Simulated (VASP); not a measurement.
Input:

```yaml
crystal:
  lattice:
    - [0.00000, 2.91938, 2.91938]
    - [2.91938, 0.00000, 2.91938]
    - [2.91938, 2.91938, 0.00000]
  atoms:
    - { symbol: Ag, position: [0.00000, 0.00000, 0.00000] }
    - { symbol: Br, position: [0.50000, 0.50000, 0.50000] }
```

Level of theory: PBE GGA, VASP's PBE PAW potentials (set 64) (plane waves; VASP). Settings: 520 eV cut-off, 7×7×7 Γ-centred mesh, Gaussian smearing of 0.050 eV, potentials Ag Br.

**Question.** Estimate the energy per atom (σ→0).

**Answer.** 
```
Quantity                       Result
---------------------  --------------
energy per atom (σ→0)  -2.500 eV/atom
```

Total energies compare only between runs with the same potentials, cut-off and functional.

The compound is AgBr in the rock salt structure. It was relaxed first.
